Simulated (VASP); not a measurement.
All values below come from PBE GGA with D3 dispersion (zero damping), VASP's PBE PAW potentials (set 64) (plane waves; VASP 6.6.1).

VASP ran on this input.

### INCAR
```
ENCUT=520   ! plane-wave cut-off (eV)
ALGO=Normal   ! blocked Davidson
LORBIT=11   ! lm-projected
LASPH=.TRUE.   ! aspherical one-centre terms
ISMEAR=0
LWAVE=.FALSE.
SIGMA=0.05   ! width (eV)
IVDW=11   ! D3, zero damping
EDIFF=1E-7   ! SCF stop (eV)
GGA=PE
NELM=100   ! most electronic steps
ICHARG=11
LMAXMIX=4
SYSTEM=GaN
LREAL=.FALSE.
LCHARG=.FALSE.
PREC=Accurate
```

### KPOINTS
```
k-points along high-symmetry lines
10
Line-mode
Reciprocal
  0.000000   0.000000   0.000000 ! GAMMA
  0.000000   0.500000   0.000000 ! M

  0.000000   0.500000   0.000000 ! M
 -0.333333   0.666667   0.000000 ! K

 -0.333333   0.666667   0.000000 ! K
  0.000000   0.000000   0.000000 ! GAMMA

  0.000000   0.000000   0.000000 ! GAMMA
  0.000000   0.000000   0.500000 ! A

  0.000000   0.000000   0.500000 ! A
  0.000000   0.500000   0.500000 ! L

  0.000000   0.500000   0.500000 ! L
 -0.333333   0.666667   0.500000 ! H

 -0.333333   0.666667   0.500000 ! H
  0.000000   0.000000   0.500000 ! A

  0.000000   0.500000   0.500000 ! L
  0.000000   0.500000   0.000000 ! M

 -0.333333   0.666667   0.500000 ! H
 -0.333333   0.666667   0.000000 ! K
```

**POSCAR**
```
GaN
1
    1.6001007760    -2.7714558029     0.0000000000
    1.6001007760     2.7714558029    -0.0000000000
    0.0000000000    -0.0000000000     5.2187257186
Ga N
2 2
Direct
  0.6666670000   0.3333330000   0.5002487132
  0.3333330000   0.6666670000   0.0002487132
  0.6666670000   0.3333330000   0.8767512868
  0.3333330000   0.6666670000   0.3767512868
```

POTCAR, in this order: Ga_d N (PBE.64 set). Program: vasp_std. Read from the step before: CHGCAR.

The run wrote:

File OSZICAR:
```
       N       E                     dE             d eps       ncg     rms          rms(c)
DAV:   1     0.271980088160E+03    0.27198E+03   -0.18586E+04  4114   0.309E+03
DAV:   2     0.104388581162E+02   -0.26154E+03   -0.25406E+03  4316   0.545E+02
DAV:   3    -0.220069676550E+02   -0.32446E+02   -0.31920E+02  4584   0.150E+02
DAV:   4    -0.232865155329E+02   -0.12795E+01   -0.12763E+01  5430   0.310E+01
DAV:   5    -0.233063480463E+02   -0.19833E-01   -0.19818E-01  4594   0.357E+00
DAV:   6    -0.233072821981E+02   -0.93415E-03   -0.93409E-03  6092   0.687E-01
DAV:   7    -0.233072922923E+02   -0.10094E-04   -0.10094E-04  4642   0.586E-02
DAV:   8    -0.233072926202E+02   -0.32796E-06   -0.32787E-06  5826   0.943E-03
DAV:   9    -0.233072926263E+02   -0.60609E-08   -0.60319E-08  3256   0.119E-03
   1 F= -.23992414E+02 E0= -.23992414E+02  d E =-.133851E-10
```

File OUTCAR:
```
 val. band max:        5.1812124947   @ k =  -0.0000   0.0000   0.0000

 cond. band min:       7.0003267447   @ k =   0.0000   0.0000   0.0000



 k-point     1 :       0.0000    0.0000    0.0000
  band No.  band energies     occupation
      1     -10.6899      2.00000
      2      -9.8134      2.00000
      3      -8.2515      2.00000
      4      -8.2363      2.00000
      5      -8.2363      2.00000
      6      -8.1777      2.00000
      7      -8.1777      2.00000
      8      -7.9935      2.00000
      9      -7.9935      2.00000
     10      -7.8994      2.00000
     11      -7.8994      2.00000
     12      -6.6703      2.00000
     13      -1.7904      2.00000
     14       4.1682      2.00000
     15       4.1683      2.00000
     16       5.1363      2.00000
     17       5.1812      2.00000
     18       5.1812      2.00000
     19       7.0003      0.00000
     20       9.3595      0.00000
     21      14.2874      0.00000
     22      15.0082      0.00000

 k-point     2 :       0.0000    0.0556    0.0000
  band No.  band energies     occupation
      1     -10.6599      2.00000
      2      -9.8057      2.00000
      3      -8.2494      2.00000
      4      -8.2319      2.00000
      5      -8.2256      2.00000
      6      -8.1745      2.00000
      7      -8.1718      2.00000
      8      -7.9960      2.00000
      9      -7.9939      2.00000
     10      -7.9047      2.00000
     11      -7.8987      2.00000
     12      -6.6489      2.00000
     13      -1.7467      2.00000
     14       3.9293      2.00000
     15       4.1029      2.00000
     16       4.8551      2.00000
     17       5.1084      2.00000
     18       5.1540      2.00000
     19       7.3024      0.00000
     20       9.5668      0.00000
     21      14.2213      0.00000
     22      14.7513      0.00000

 k-point     3 :       0.0000    0.1111    0.0000
  band No.  band energies     occupation
      1     -10.5735      2.00000
      2      -9.7844      2.00000
...
```

The density is held fixed in this step, so its total energy and stress have no physical meaning.

The compound is GaN in the wurtzite structure. It was relaxed first.
